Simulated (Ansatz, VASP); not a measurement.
# Cross-check of AgAu (Au-Ag-Ag-Au stack, (111) layers) between VASP and Ansatz

One calculation is typed for both programs; each brings its own data sets. How far apart do they land? The cell is taken from a series of runs on this material, whose earlier steps may have relaxed, scaled, displaced or heated it; both programs get it as it stands.

Calculated with Ansatz 0.2.0; plane waves, with VASP 6.6.1 beside it; PBEsol.

## Step 1: Starting point

The cell holds 4 atoms: 2 Au and 2 Ag. Its edges and angles: a = 2.802 Å, b = 2.802 Å, c = 37.968 Å, α = 90.0°, β = 90.0°, γ = 120.0°. It derives from AgAu. Vacuum lies along c.

As a file:

```cif
data_structure
_symmetry_space_group_name_H-M 'P 1'
_symmetry_Int_Tables_number 1
_cell_length_a 2.8016
_cell_length_b 2.8016
_cell_length_c 37.9682
_cell_angle_alpha 90.000
_cell_angle_beta 90.000
_cell_angle_gamma 120.000
_cell_volume 258.09
loop_
_atom_site_label
_atom_site_type_symbol
_atom_site_fract_x
_atom_site_fract_y
_atom_site_fract_z
_atom_site_occupancy
Au1 Au 0.00000 0.00000 0.14314 1
Au2 Au 0.00000 0.00000 0.33316 1
Ag3 Ag 0.33333 0.66667 0.20714 1
Ag4 Ag 0.66667 0.33333 0.26916 1
```

## Step 2: VASP: zone-centre phonons, PBEsol

Second derivatives magnify differences that forces hide, and they need a tight electronic threshold.

Lines of VASP's logs that name or quote its potential files are left out, and so is its time.

Contents of INCAR:

```
SYSTEM = AgAu
PREC = Accurate
ENCUT = 500
EDIFF = 1E-08
NELM = 120
ISMEAR = 1
SIGMA = 0.2
LREAL = .FALSE.
ALGO = Normal
GGA = PS
NBANDS = 28
LASPH = .TRUE.
LORBIT = 11
LWAVE = .FALSE.
LCHARG = .FALSE.
ISIF = 2
IBRION = 8
GGA_COMPAT = .FALSE.
NELMDL = -8
```

Contents of POSCAR:

```
AgAu
1.0
    2.8016228175     -0.0000027965      0.0000000000
   -1.4008089869      2.4262779300      0.0000000000
    0.0000000000      0.0000000000     37.9681770654
Au Ag
2 2
Direct
    0.0000000000      0.0000000000      0.1431393384
    0.0000000000      0.0000000000      0.3331566389
    0.3333333333      0.6666666667      0.2071352857
    0.6666666667      0.3333333333      0.2691606916
```

Contents of KPOINTS:

```
Automatic mesh
0
Gamma
9 9 1
0 0 0
```

Potentials, in the order of the species: Au and Ag (PBE family, release 64).

Command:

```bash
$ mpirun -np 1 vasp_std
```

Numbers of over 12 decimals in the logs are rounded to 6 here.

What it wrote:

```text
[banner, memory and clock lines left out]
running    1 mpi-ranks, on    1 nodes
 distrk:  each k-point on    1 cores,    1 groups
 distr:  one band on    1 cores,    1 groups

 POSCAR found type information on POSCAR AuAg
 POSCAR found :  2 types and       4 ions
|                                                                             |
|               ----> ADVICE to this user running VASP <----                  |
|                                                                             |
|     You enforced a specific xc type in the INCAR file but a different       |
|     [... a line on the potential file left out ...]
|     I HOPE YOU KNOW WHAT YOU ARE DOING!                                     |
|                                                                             |

 LDA part: xc-table for (Slater+PW92), standard interpolation
 POSCAR, INCAR and KPOINTS ok, starting setup
 FFT: planning ... GRIDC
 FFT: planning ... GRID_SOFT
 FFT: planning ... GRID
 WAVECAR not read
 entering main loop
       N       E                     dE             d eps       ncg     rms          rms(c)
DAV:   1     0.287232756164E+03    0.28723E+03   -0.18210E+04   696   0.124E+03
DAV:   2    -0.203855353422E+01   -0.28927E+03   -0.27756E+03   868   0.262E+02
DAV:   3    -0.150581376088E+02   -0.13020E+02   -0.12458E+02   768   0.548E+01
DAV:   4    -0.152757549794E+02   -0.21762E+00   -0.21727E+00   808   0.735E+00
DAV:   5    -0.152796443595E+02   -0.38894E-02   -0.38886E-02   776   0.971E-01
DAV:   6    -0.152798001290E+02   -0.15577E-03   -0.15577E-03   860   0.177E-01
DAV:   7    -0.152798063445E+02   -0.62156E-05   -0.62155E-05   800   0.317E-02
DAV:   8    -0.152798067083E+02   -0.36379E-06   -0.36373E-06   812   0.665E-03    0.142E+01
DAV:   9    -0.139873074227E+02    0.12925E+01   -0.45033E+00   736   0.152E+01    0.900E+00
DAV:  10    -0.139327254573E+02    0.54582E-01   -0.40698E-01   744   0.861E+00    0.399E+00
DAV:  11    -0.139200825508E+02    0.12643E-01   -0.23794E-01   704   0.650E+00    0.871E-01
DAV:  12    -0.139114654030E+02    0.86171E-02   -0.43808E-02   784   0.270E+00    0.169E-01
DAV:  13    -0.139114703361E+02   -0.49330E-05   -0.26045E-03   772   0.337E-01    0.990E-02
DAV:  14    -0.139114620902E+02    0.82459E-05   -0.24524E-04   736   0.902E-02    0.652E-02
[...]
DAV:  21    -0.139114568782E+02   -0.28008E-06   -0.18390E-08   520   0.438E-04    0.327E-04
DAV:  22    -0.139114569713E+02   -0.93144E-07   -0.36668E-09   480   0.341E-04    0.876E-05
DAV:  23    -0.139114570548E+02   -0.83517E-07   -0.34816E-09   480   0.237E-04    0.381E-05
DAV:  24    -0.139114570849E+02   -0.30103E-07   -0.84229E-10   492   0.923E-05    0.504E-05
DAV:  25    -0.139114571153E+02   -0.30424E-07   -0.19858E-10   388   0.522E-05    0.263E-05
DAV:  26    -0.139114571330E+02   -0.17632E-07   -0.64889E-11   396   0.521E-05    0.187E-05
DAV:  27    -0.139114571471E+02   -0.14129E-07   -0.31704E-11   392   0.406E-05    0.128E-05
DAV:  28    -0.139114571502E+02   -0.31278E-08    0.48839E-11   396   0.139E-05
   1 F= -.13911457E+02 E0= -.13910698E+02  d E =-.227881E-02
 Linear response reoptimize wavefunctions to high precision
DAV:   1    -0.139114571528E+02   -0.25411E-08    0.43472E-11   376   0.102E-05
DAV:   2    -0.139114571528E+02   -0.65484E-10    0.40721E-11   428   0.376E-06
 Linear response DOF=           4
 Linear response progress:
  Degree of freedom:   1/  4
       N       E                     dE             d eps       ncg     rms          rms(c)
RMM:   1    -0.266516118265E+00   -0.26652E+00   -0.22637E-01  3699   0.304E+00
RMM:   2    -0.266813673664E+00   -0.29756E-03   -0.27547E-03  3464   0.330E-01    0.858E-02
RMM:   3    -0.266095021922E+00    0.71865E-03   -0.28093E-04  3512   0.900E-02    0.434E-02
RMM:   4    -0.265548910734E+00    0.54611E-03   -0.39306E-04  3651   0.929E-02    0.117E-02
RMM:   5    -0.265508610017E+00    0.40301E-04   -0.99016E-06  3660   0.190E-02    0.651E-03
RMM:   6    -0.265368767261E+00    0.13984E-03   -0.72820E-07  3796   0.475E-03    0.458E-03
RMM:   7    -0.265358781905E+00    0.99854E-05   -0.32048E-07  3783   0.245E-03    0.545E-04
RMM:   8    -0.265357404699E+00    0.13772E-05   -0.66524E-08  3777   0.118E-03    0.223E-04
RMM:   9    -0.265355739201E+00    0.16655E-05   -0.37860E-08  3797   0.373E-04    0.271E-05
RMM:  10    -0.265355656155E+00    0.83045E-07   -0.15283E-08  3873   0.912E-05    0.141E-05
RMM:  11    -0.265355624837E+00    0.31319E-07    0.50815E-09  3838   0.217E-05    0.679E-06
RMM:  12    -0.265355587943E+00    0.36893E-07   -0.21747E-09  3843   0.100E-05    0.354E-06
RMM:  13    -0.265355586102E+00    0.18409E-08   -0.46700E-10  3346   0.541E-06    0.534E-07
 first order change of Fermi-energy   0.83193E-04
 force on displaced ion       1 direction 1 :  -0.392   0.000  -0.000
 Linear response progress:
  Degree of freedom:   2/  4
       N       E                     dE             d eps       ncg     rms          rms(c)
RMM:   1    -0.361369362609E+00   -0.36137E+00   -0.24920E-01  1102   0.318E+00
RMM:   2    -0.360133942407E+00    0.12354E-02   -0.40251E-03  1026   0.383E-01    0.147E-01
RMM:   3    -0.360064600498E+00    0.69342E-04   -0.44808E-04  1049   0.108E-01    0.109E-01
RMM:   4    -0.360519786700E+00   -0.45519E-03   -0.41851E-04  1116   0.971E-02    0.913E-02
RMM:   5    -0.360337312082E+00    0.18247E-03   -0.26494E-04  1132   0.713E-02    0.386E-02
RMM:   6    -0.360226899248E+00    0.11041E-03   -0.25751E-05  1069   0.238E-02    0.621E-03
RMM:   7    -0.360163600891E+00    0.63298E-04   -0.49747E-07  1095   0.429E-03    0.205E-03
RMM:   8    -0.360140679659E+00    0.22921E-04   -0.17377E-07  1093   0.197E-03    0.512E-04
RMM:   9    -0.360134863061E+00    0.58166E-05   -0.59595E-09  1112   0.512E-04    0.149E-04
RMM:  10    -0.360133252092E+00    0.16110E-05   -0.72868E-10  1100   0.177E-04    0.672E-05
RMM:  11    -0.360132382953E+00    0.86914E-06   -0.59951E-10  1128   0.103E-04    0.335E-05
RMM:  12    -0.360132110777E+00    0.27218E-06   -0.27966E-10  1146   0.363E-05    0.231E-05
RMM:  13    -0.360131825794E+00    0.28498E-06    0.20906E-10  1151   0.419E-05    0.101E-05
RMM:  14    -0.360131812211E+00    0.13583E-07    0.21687E-09  1158   0.319E-05    0.542E-06
RMM:  15    -0.360131751406E+00    0.60805E-07    0.52279E-09  1118   0.187E-05    0.249E-06
RMM:  16    -0.360131734009E+00    0.17397E-07   -0.52058E-10  1051   0.125E-05    0.152E-06
RMM:  17    -0.360131744136E+00   -0.10126E-07   -0.35105E-09   972   0.835E-06    0.734E-07
RMM:  18    -0.360131750055E+00   -0.59194E-08   -0.11063E-09   953   0.689E-06    0.442E-07
 first order change of Fermi-energy  -0.19010E+00
 force on displaced ion       1 direction 3 :  -0.000  -0.000  -3.193
 Linear response progress:
  Degree of freedom:   3/  4
       N       E                     dE             d eps       ncg     rms          rms(c)
RMM:   1    -0.285039459224E+00   -0.28504E+00   -0.20269E-01  3719   0.309E+00
RMM:   2    -0.283188433421E+00    0.18510E-02   -0.11776E-03  3449   0.253E-01    0.752E-02
RMM:   3    -0.282665954631E+00    0.52248E-03   -0.19970E-04  3494   0.738E-02    0.383E-02
RMM:   4    -0.282257924298E+00    0.40803E-03   -0.24079E-04  3596   0.790E-02    0.681E-03
RMM:   5    -0.282163018328E+00    0.94906E-04   -0.30688E-06  3670   0.113E-02    0.209E-03
RMM:   6    -0.282131555250E+00    0.31463E-04   -0.88940E-07  3688   0.462E-03    0.395E-04
RMM:   7    -0.282127747950E+00    0.38073E-05   -0.58712E-09  3754   0.739E-04    0.317E-04
RMM:   8    -0.282126134803E+00    0.16131E-05   -0.41573E-09  3767   0.218E-04    0.658E-05
RMM:   9    -0.282125159533E+00    0.97527E-06    0.58741E-09  3824   0.798E-05    0.139E-05
RMM:  10    -0.282125045189E+00    0.11434E-06    0.28854E-08  3826   0.221E-05    0.602E-06
RMM:  11    -0.282125086326E+00   -0.41137E-07   -0.92885E-10  3850   0.108E-05    0.137E-06
RMM:  12    -0.282125069099E+00    0.17227E-07    0.31766E-09  3662   0.421E-06    0.121E-06
RMM:  13    -0.282125078179E+00   -0.90801E-08   -0.13664E-10  2746   0.265E-06    0.494E-07
 first order change of Fermi-energy   0.15991E-04
 force on displaced ion       3 direction 1 :  -0.981   0.001  -0.000
 Linear response progress:
  Degree of freedom:   4/  4
       N       E                     dE             d eps       ncg     rms          rms(c)
RMM:   1    -0.351923781833E+00   -0.35192E+00   -0.23619E-01  1124   0.321E+00
RMM:   2    -0.345508834288E+00    0.64149E-02   -0.17002E-03  1034   0.298E-01    0.128E-01
RMM:   3    -0.345436356590E+00    0.72478E-04   -0.23315E-04  1093   0.768E-02    0.987E-02
RMM:   4    -0.345762817378E+00   -0.32646E-03   -0.21781E-04  1136   0.644E-02    0.897E-02
RMM:   5    -0.345413776738E+00    0.34904E-03   -0.23451E-04  1130   0.726E-02    0.115E-02
RMM:   6    -0.345399237760E+00    0.14539E-04   -0.59399E-06  1108   0.143E-02    0.730E-03
RMM:   7    -0.345379295185E+00    0.19943E-04   -0.65910E-07  1102   0.471E-03    0.402E-03
RMM:   8    -0.345361475216E+00    0.17820E-04   -0.42540E-07  1098   0.343E-03    0.325E-04
RMM:   9    -0.345357487613E+00    0.39876E-05   -0.16169E-08  1114   0.527E-04    0.187E-04
RMM:  10    -0.345355754373E+00    0.17332E-05   -0.34081E-09  1110   0.136E-04    0.476E-05
RMM:  11    -0.345355027655E+00    0.72672E-06   -0.34148E-09  1130   0.545E-05    0.162E-05
RMM:  12    -0.345355048027E+00   -0.20373E-07   -0.14913E-08  1133   0.176E-05    0.771E-06
RMM:  13    -0.345355073280E+00   -0.25253E-07   -0.12534E-08  1151   0.191E-05    0.395E-06
RMM:  14    -0.345355090159E+00   -0.16879E-07   -0.21362E-08  1091   0.153E-05    0.300E-06
RMM:  15    -0.345355081811E+00    0.83483E-08   -0.15236E-08  1075   0.181E-05    0.112E-06
 first order change of Fermi-energy   0.15747E+00
 force on displaced ion       3 direction 3 :   0.000  -0.000  -6.632
 Linear response finished
```

OUTCAR, selected parts (step 2):

```text
ion  position               nearest neighbor table
   1  0.000  0.000  0.143-   3 2.92   3 2.92   3 2.92
   2  0.000  0.000  0.333-   4 2.92   4 2.92   4 2.92
   3  0.333  0.667  0.207-   4 2.86   4 2.86   4 2.86   1 2.92   1 2.92   1 2.92
   4  0.667  0.333  0.269-   3 2.86   3 2.86   3 2.86   2 2.92   2 2.92   2 2.92

  LATTYP: Found a hexagonal cell.
 ALAT       =     2.8016228175
 C/A-ratio  =    13.5522086800

 Subroutine GETGRP returns: Found 12 space group operations
 (whereof  6 operations were pure point group operations)

The static configuration has the point symmetry C_3v.
 The point group associated with its full space group is D_3d.

 Found     12 irreducible k-points:

   k-points           NKPTS =     12   k-points in BZ     NKDIM =     12   number of bands    NBANDS=     28

   dimension x,y,z NGX =    20 NGY =   20 NGZ =  280
   dimension x,y,z NGXF=    40 NGYF=   40 NGZF=  560

   ENCUT  =  500.0 eV  36.75 Ry    6.06 a.u.   5.11  5.11 69.22*2*pi/ulx,y,z

   NELECT =      44.0000    total number of electrons

 k-points in reciprocal lattice and weights: Automatic mesh
   0.00000000  0.00000000  0.00000000       0.012
   0.11111111  0.00000000  0.00000000       0.074
   0.22222222 -0.00000000  0.00000000       0.074
   0.33333333  0.00000000  0.00000000       0.074
   0.44444444 -0.00000000  0.00000000       0.074
   0.11111111  0.11111111  0.00000000       0.074
   0.22222222  0.11111111  0.00000000       0.148
   0.33333333  0.11111111  0.00000000       0.148
   0.44444444  0.11111111  0.00000000       0.074
   0.22222222  0.22222222  0.00000000       0.074
   0.33333333  0.22222222  0.00000000       0.148
   0.33333333  0.33333333  0.00000000       0.025

 average (electrostatic) potential at core
       1 -74.5203       2 -74.5202       3 -80.5388       4 -80.5388

  Total        0.4226813      0.4226813     -0.9344601      0.0000000     -0.0000000      0.0000000
  in kB        2.6239398      2.6239398     -5.8009835      0.0000000     -0.0000000      0.0000000
  external PRESSURE =      -0.1843680 kB  Pullay stress =       0.0000000 kB

  energy-cutoff  :      500.00
  volume of cell :      258.09
      direct lattice vectors                 reciprocal lattice vectors
     2.801622818 -0.000002796  0.000000000     0.356936191  0.206076731  0.000000000
    -1.400808987  2.426277930  0.000000000     0.000000411  0.412154174  0.000000000
     0.000000000  0.000000000 37.968177065     0.000000000  0.000000000  0.026337846

 POSITION                                       TOTAL-FORCE (eV/Angst)
 -----------------------------------------------------------------------------------
      0.00000      0.00000      5.43474        -0.000000      0.000000      0.148046
      0.00000      0.00000     12.64935         0.000000     -0.000000     -0.148046
      0.00000      1.61752      7.86455        -0.000000      0.000000     -0.070856
      1.40081      0.80876     10.21954         0.000000     -0.000000      0.070856
 -----------------------------------------------------------------------------------
    total drift:                                0.000000      0.000000      0.000223

 Eigenvectors and eigenvalues of the dynamical matrix
 ----------------------------------------------------

   1 f  =    4.934820 THz    31.006386 2PiTHz  164.607865 cm-1    20.408765 meV
             X         Y         Z           dx          dy          dz
      0.000000  0.000000  5.434740    -0.000000    0.000000    0.168003
      0.000000  0.000000 12.649350     0.000000   -0.000000   -0.168003
      0.000002  1.617518  7.864549     0.000000   -0.000000   -0.686859
      1.400812  0.808757 10.219541    -0.000000    0.000000    0.686859

   2 f  =    3.267238 THz    20.528664 2PiTHz  108.983341 cm-1    13.512206 meV
             X         Y         Z           dx          dy          dz
      0.000000  0.000000  5.434740    -0.000000   -0.000000    0.419982
      0.000000  0.000000 12.649350     0.000000   -0.000000    0.419982
      0.000002  1.617518  7.864549     0.000000    0.000000   -0.568872
      1.400812  0.808757 10.219541    -0.000000    0.000000   -0.568872

   3 f  =    1.914036 THz    12.026243 2PiTHz   63.845372 cm-1     7.915814 meV
             X         Y         Z           dx          dy          dz
      0.000000  0.000000  5.434740    -0.160852   -0.028585   -0.000000
      0.000000  0.000000 12.649350     0.160852    0.028585    0.000000
      0.000002  1.617518  7.864549     0.677362    0.120375    0.000000
      1.400812  0.808757 10.219541    -0.677362   -0.120375    0.000000

   4 f  =    1.914036 THz    12.026243 2PiTHz   63.845372 cm-1     7.915814 meV
             X         Y         Z           dx          dy          dz
      0.000000  0.000000  5.434740    -0.028585    0.160852   -0.000000
      0.000000  0.000000 12.649350     0.028585   -0.160852    0.000000
      0.000002  1.617518  7.864549     0.120375   -0.677362   -0.000000
      1.400812  0.808757 10.219541    -0.120375    0.677362    0.000000

   5 f  =    1.717780 THz    10.793128 2PiTHz   57.298960 cm-1     7.104162 meV
             X         Y         Z           dx          dy          dz
      0.000000  0.000000  5.434740     0.000000   -0.000000   -0.686859
      0.000000  0.000000 12.649350    -0.000000    0.000000    0.686859
      0.000002  1.617518  7.864549    -0.000000    0.000000   -0.168003
      1.400812  0.808757 10.219541     0.000000   -0.000000    0.168003

   6 f  =    1.204672 THz     7.569180 2PiTHz   40.183544 cm-1     4.982122 meV
             X         Y         Z           dx          dy          dz
      0.000000  0.000000  5.434740     0.403924    0.071776    0.000000
      0.000000  0.000000 12.649350     0.403924    0.071776   -0.000000
      0.000002  1.617518  7.864549    -0.567045   -0.100762    0.000000
      1.400812  0.808757 10.219541    -0.567045   -0.100762    0.000000

   7 f  =    1.204672 THz     7.569180 2PiTHz   40.183544 cm-1     4.982122 meV
             X         Y         Z           dx          dy          dz
      0.000000  0.000000  5.434740     0.071776   -0.403924   -0.000000
      0.000000  0.000000 12.649350     0.071776   -0.403924   -0.000000
      0.000002  1.617518  7.864549    -0.100762    0.567045   -0.000000
      1.400812  0.808757 10.219541    -0.100762    0.567045   -0.000000

   8 f  =    0.552123 THz     3.469091 2PiTHz   18.416839 cm-1     2.283396 meV
             X         Y         Z           dx          dy          dz
      0.000000  0.000000  5.434740    -0.677364   -0.120364   -0.000000
      0.000000  0.000000 12.649350     0.677364    0.120364   -0.000000
      0.000002  1.617518  7.864549    -0.160853   -0.028583   -0.000000
      1.400812  0.808757 10.219541     0.160853    0.028583   -0.000000

   9 f  =    0.552123 THz     3.469091 2PiTHz   18.416839 cm-1     2.283396 meV
             X         Y         Z           dx          dy          dz
      0.000000  0.000000  5.434740    -0.120364    0.677364    0.000000
      0.000000  0.000000 12.649350     0.120364   -0.677364    0.000000
      0.000002  1.617518  7.864549    -0.028583    0.160853    0.000000
      1.400812  0.808757 10.219541     0.028583   -0.160853    0.000000

  10 f/i=    0.003720 THz     0.023375 2PiTHz    0.124092 cm-1     0.015385 meV
             X         Y         Z           dx          dy          dz
      0.000000  0.000000  5.434740    -0.000000   -0.000000    0.568872
      0.000000  0.000000 12.649350    -0.000000   -0.000000    0.568872
      0.000002  1.617518  7.864549    -0.000000   -0.000000    0.419982
      1.400812  0.808757 10.219541    -0.000000   -0.000000    0.419982

  11 f/i=    0.021851 THz     0.137297 2PiTHz    0.728885 cm-1     0.090370 meV
             X         Y         Z           dx          dy          dz
      0.000000  0.000000  5.434740    -0.113774    0.564579    0.000000
      0.000000  0.000000 12.649350    -0.113774    0.564579    0.000000
      0.000002  1.617518  7.864549    -0.081044    0.402167    0.000000
      1.400812  0.808757 10.219541    -0.081044    0.402167    0.000000

  12 f/i=    0.021851 THz     0.137297 2PiTHz    0.728885 cm-1     0.090370 meV
             X         Y         Z           dx          dy          dz
      0.000000  0.000000  5.434740     0.564579    0.113774    0.000000
      0.000000  0.000000 12.649350     0.564579    0.113774    0.000000
      0.000002  1.617518  7.864549     0.402167    0.081044    0.000000
      1.400812  0.808757 10.219541     0.402167    0.081044    0.000000

 ELASTIC MODULI CONTR FROM IONIC RELAXATION (kBar)
 Direction    XX          YY          ZZ          XY          YZ          ZX
 --------------------------------------------------------------------------------
 XX        -100.2556    -50.1133   -175.5543     -0.0000     17.9363     -0.0000
 YY         -50.1133   -100.2556   -175.5543     -0.0000    -17.9363      0.0000
 ZZ        -175.5543   -175.5543   -422.8164     -0.0000      0.0000      0.0000
 XY          -0.0000     -0.0000     -0.0000    -25.0712     -0.0001     -0.7084
 YZ          17.9363    -17.9363      0.0000     -0.0001    -13.0515      0.0000
 ZX          -0.0000      0.0000      0.0000     -0.7084      0.0000     -0.0920
 --------------------------------------------------------------------------------
```

[end of part 1 of 2]

[Lines on the potential files, build, host, timing and source positions are cut from VASP's logs without a mark.]

[Logs are printed without paths, hosts, clocks, repeated set-up lines and the standing remarks that a program may print on its own settings, such as how far it seeks lower states.]

[Hosts, paths, dates, database ids (printed as entryN), source tags and the programs' standing remarks are cut or masked in the printed files.]
